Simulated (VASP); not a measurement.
Here is the system:

```xyz
5
Lattice="4.1225 0.0000 0.0000 0.0000 4.1225 0.0000 0.0000 0.0000 4.1225" Properties=species:S:1:pos:R:3 pbc="T T T"
Ba     0.0000     0.0000     0.0000
Hf     2.0612     2.0612     2.0612
O      2.0612     0.0000     2.0612
O      0.0000     2.0612     2.0612
O      2.0612     2.0612     0.0000
```

All values below come from PBE GGA, VASP's PBE PAW potentials (set 64) (plane waves; VASP). Settings: 400 eV cut-off, 6×6×6 Γ-centred mesh, Fermi-Dirac smearing of 0.020 eV, potentials Ba_sv Hf_pv O.

At this cut-off the stress carries a Pulay error, which pulls relaxed volumes low.

Task: Give the stress tensor in GPa (positive for a compressed cell).

Result: 
```
6.05  0.00  0.00
0.00  6.05  0.00
0.00  0.00  6.05
```
The pressure is its mean diagonal, 6.05 GPa.

The structure is a typed BaHfO3 crystal. The cell was not relaxed at this level.
